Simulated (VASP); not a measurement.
A cell of AlN (zinc blende) near equilibrium:

```yaml
crystal:
  lattice:
    - [0.00000, 2.18381, 2.18381]
    - [2.18381, 0.00000, 2.18381]
    - [2.18381, 2.18381, 0.00000]
  atoms:
    - { symbol: Al, position: [0.00000, 0.00000, 0.00000] }
    - { symbol: N, position: [0.25000, 0.25000, 0.25000] }
```

All values below come from r2SCAN meta-GGA, VASP's PBE PAW potentials (set 64) (plane waves; VASP).

| run | ΔE (meV/atom) | σxx | σyy | σzz | largest shear component, with its sign (GPa) | gap (eV) |
|---|---|---|---|---|---|---|
| as it is | 0.0 | -0.02 | -0.02 | -0.02 | 0.00 | 3.93 |
| after one change | 6.8 | 6.77 | 6.77 | 6.77 | 0.00 | 3.96 |
Stress is in GPa, positive when the cell is compressed; gaps are those on the k-mesh, and 0.00 means metallic.

Task: Name the change that produced these shifts.
(A) biaxial strain of -4.0 % in the xy plane
(B) uniaxial strain of +0.5 % along y
(C) isotropic strain of -1.0 %
(D) shear strain γ_xz = -4.0 % with the ions relaxed

Result: C, isotropic strain of -1.0 %

The compound is AlN in the zinc blende structure, a metastable form; wurtzite is the usual one.
